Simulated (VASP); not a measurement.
## Cr3Cu: single point with PBE

Cr3Cu:

```
Cu Cr
1.0
     3.60192    0.00000    0.00000
     0.00000    3.60192    0.00000
     0.00000    0.00000    3.60192
Cu Cr
1 3
Direct
  0.00000 0.00000 0.00000
  0.50000 0.50000 0.00000
  0.50000 0.00000 0.50000
  0.00000 0.50000 0.50000
```

The cell comes from a database or a generator and needn't be the stable form of this composition.

| Item | Value |
| --- | --- |
| Program | VASP 6.6.1 |
| Task | single point |
| Functional | PBE |
| Potentials or basis | VASP PAW PBE potentials, release 64 (Cu, Cr_pv) |
| Cutoff | 520 eV |
| k mesh | 7 × 7 × 7 |
| Occupations | fermi-dirac, width 0.05 eV |
| Spin | collinear spin, ferromagnetic start |
| Starting moments | [0.6, 3.0, 3.0, 3.0] μB |
| Further INCAR settings | ALGO = Normal; EDIFF = 1e-07; NBANDS = 36 |

The pressure is -0.9 GPa and the band gap on the k mesh is none (metal or under the smearing width). The net moment is 0.00 μB per cell and the valence electrons inside the program's atomic spheres are Cu 10.21; Cr 10.95.

Levels at points of the mesh, in eV from the Fermi level:
Spin up:
| k point | band 20 | band 21 | band 22 | band 23 | band 24 | band 25 | band 26 | band 27 |
| --- | --- | --- | --- | --- | --- | --- | --- | --- |
| (0.00, 0.00, 0.00) | -0.90 | -0.90 | 1.13 | 1.13 | 1.13 | 1.84 | 1.84 | 2.42 |
Spin down:
| k point | band 19 | band 20 | band 21 | band 22 | band 23 | band 24 | band 25 | band 26 | band 27 | band 28 |
| --- | --- | --- | --- | --- | --- | --- | --- | --- | --- | --- |
| (0.00, 0.00, 0.00) | -1.72 | -0.90 | -0.90 | 1.13 | 1.13 | 1.13 | 1.84 | 1.84 | 2.42 | 2.80 |

It took 41 s on 1 thread of Intel(R) Xeon(R) 6975P-C (Granite Rapids), on a shared host, peak memory 0.2 GiB.

Caveat: the starting moments collapsed, and a magnetic state may lie lower.
